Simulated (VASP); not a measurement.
The system is Pt.

```
Pt
1.0
     0.00000    1.96090    1.96090
     1.96090    0.00000    1.96090
     1.96090    1.96090    0.00000
Pt
1
Direct
  0.00000 0.00000 0.00000
```

| Quantity | Value |
| --- | --- |
| Program | VASP 6.6.1 |
| Task | relaxation of cell and atoms |
| Functional | PBE |
| Potentials or basis | VASP PAW PBE potentials, release 64 (Pt) |
| Cutoff | 520 eV |
| k mesh | 18 × 18 × 18 |
| Occupations | gaussian, width 0.1 eV |
| Spin | non-collinear spin, zero start, spin-orbit coupling |
| Starting moments | [[0.0, 0.0, 0.0]] μB |

At the start: pressure 10.3 GPa; volume 15.08 Å³/atom.

Task: Where does the relaxation end?

Result: Over 17 steps the energy falls by 18.0 meV/atom and the volume is 15.67 Å³/atom (+3.9 %); space group Fm-3m (No. 225, to 0.05 Å); moment 0.00 μB per cell.

Step by step:
```csv
step,energy change (eV),largest force (eV/Å),pressure (GPa),volume (Å³)
1,0.0000,0.0000,10.31,15.08
2,0.0860,0.0000,-18.26,17.30
3,-0.0180,0.0000,-0.34,15.69
4,-0.0180,0.0000,-0.03,15.67
5,-0.0180,0.0000,0.15,15.66
6,-0.0180,0.0000,0.16,15.66
7,-0.0180,0.0000,0.13,15.66
8,-0.0180,0.0000,0.13,15.66
9,-0.0180,0.0000,0.13,15.66
10,-0.0180,0.0000,0.13,15.66
11,-0.0180,0.0000,0.13,15.66
12,-0.0180,0.0000,0.12,15.66
13,-0.0180,0.0000,0.11,15.66
14,-0.0180,0.0000,0.09,15.66
15,-0.0180,0.0000,0.05,15.66
16,-0.0180,0.0000,-0.03,15.67
17,-0.0180,0.0000,0.00,15.67
```

Final structure:
```
Pt
1.0
     0.00000    1.98597    1.98597
     1.98597    0.00000    1.98597
     1.98597    1.98597    0.00000
Pt
1
Direct
  0.00000 0.00000 0.00000
```
